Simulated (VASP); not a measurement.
Here is the system:

```xyz
2
Lattice="2.9102 0.0000 0.0000 0.0000 2.8524 0.0000 0.0000 0.0000 2.8970" Properties=species:S:1:pos:R:3 pbc="T T T"
Al     1.4551     1.4262     1.4485
Fe     0.0272     0.0000     0.0000
```

Calculation: PBE GGA with spin-orbit coupling, VASP's PBE PAW potentials (set 64) (plane waves; VASP 6.6.1). Settings: 400 eV cut-off, 11×12×11 Γ-centred mesh, first-order Methfessel-Paxton smearing of 0.10 eV, potentials Al Fe.

### Question
Give the force on each atom (eV/Å).

### Answer

| atom | Fx | Fy | Fz |
|---|---|---|---|
| Al1 | 0.210 | 0.000 | 0.000 |
| Fe2 | -0.210 | 0.000 | 0.000 |

### Question
Give the stress tensor in GPa (positive for a compressed cell).

### Answer

```
-4.41   0.00   0.00
 0.00  -1.95   0.00
 0.00   0.00  -3.84
```
The pressure is its mean diagonal, -3.40 GPa.

The compound is FeAl in the CsCl type structure. The cell was not relaxed at this level, atoms are displaced from their ideal sites. The run is one of a series of settings (GGA_COMPAT = .FALSE., LSORBIT = .TRUE., MAGMOM = 0 0 0 0 0 0, program vasp_ncl against the base run), some of them coarse on purpose.
